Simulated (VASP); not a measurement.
Given:

```
NaF
1.0
    2.77894     0.00000     0.00000
    0.00000     2.77894     0.00000
    0.00000     0.00000     2.77894
Na F
1 1
Direct
  0.00000   0.00000   0.00000
  0.50000   0.50000   0.50000
```

Level of theory: r2SCAN meta-GGA, VASP's PBE PAW potentials (set 64) (plane waves; VASP). Settings: 520 eV cut-off, 11×11×11 Γ-centred mesh, tetrahedra with Blöchl corrections, potentials Na_pv F.

Give the energies of bands 5 to 8 at the high-symmetry points, in eV from the valence-band maximum.

```
band      Γ      X      M      R
----  -----  -----  -----  -----
5     -0.35  -2.68  -1.93  -1.73
6     -0.35  -0.22  -1.93  -1.73
7     -0.35  -0.22   0.00  -1.73
8      7.22  12.04  13.11  15.64
```

The gap is indirect, 7.22 eV, from the valence maximum at M to the conduction minimum at Γ.

The structure was generated: NaF was put into the CsCl type type (Pm-3m), which need not be its known phase. It was relaxed first, which changed the volume by -12 %.
